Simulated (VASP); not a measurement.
A convergence study with VASP on NiAl (CsCl type): one setting is varied, all else stays as given below, so the limit is that of these other settings. Each run relaxes cell and ions from the cell shown.

```
AlNi
1.0
    2.89000     0.00000     0.00000
    0.00000     2.89000     0.00000
    0.00000     0.00000     2.89000
Al Ni
1 1
Direct
  0.50000   0.50000   0.50000
  0.00000   0.00000   0.00000
```

The numbers are results of PBE GGA, VASP's PBE PAW potentials (set 64) (plane waves; VASP 6.6.1), not measurements. The tightest run used: 550 eV cut-off, 17×17×17 Γ-centred mesh, first-order Methfessel-Paxton smearing of 0.10 eV, potentials Al Ni.

```tsv
setting	relaxed volume (Å³/atom)	E (eV/atom)	irreducible k-points
2×2×2 mesh	12.306	-5.2838	4
3×3×3 mesh	12.163	-5.1792	4
4×4×4 mesh	12.041	-5.2869	10
5×5×5 mesh	12.171	-5.2479	10
```

Problem. These are the cheaper rows. Estimate the results at 17×17×17 mesh, and how far the last row shown lies from them.

Solution. 
```csv
quantity,tightest run,last row shown is off by
relaxed volume (Å³/atom),12.105,0.066
E (eV/atom),-5.2690,0.0211
```

Left out are rungs that failed or repeat a setting and relaxations that didn't move; long series are thinned to 24 rows.

The compound is NiAl in the CsCl type structure. The run is not spin-polarised, so no magnetic state was tried. The electron count is odd and the run is not spin-polarised, which forces a metal.
